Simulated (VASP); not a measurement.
```
CELL_PARAMETERS angstrom
     -2.82404     5.24218     2.59521
      2.82404    -5.24218     2.59521
      2.82404     5.24218    -2.59521
ATOMIC_POSITIONS crystal
  Be 0.25000 0.25000 0.00000
  Be 0.75000 0.75000 0.00000
  Cl 0.60438 0.30521 0.90959
  Cl 0.39562 0.69479 0.09041
  Cl 0.89562 0.80521 0.70083
  Cl 0.10438 0.19479 0.29917
```

All values below come from PBEsol GGA, VASP's PBE PAW potentials (set 64) (plane waves; VASP). Settings: 400 eV cut-off, 5×5×5 Γ-centred mesh, Gaussian smearing of 0.050 eV, potentials Be Cl.

Without a dispersion term in the relaxation, distances and binding between the weakly bound layers, chains or molecules are unreliable, and so is what depends on them.

### Question
Estimate the energy per atom (σ→0).

### Answer

energy per atom (σ→0): -4.084 eV/atom

Only differences to runs with the same potentials and settings are physical.

The structure comes from a computed database's BeCl2 entry (Ibam), a phase known from measurement. It was relaxed first, which changed the volume by +10 %. The start is the result of an earlier pass.
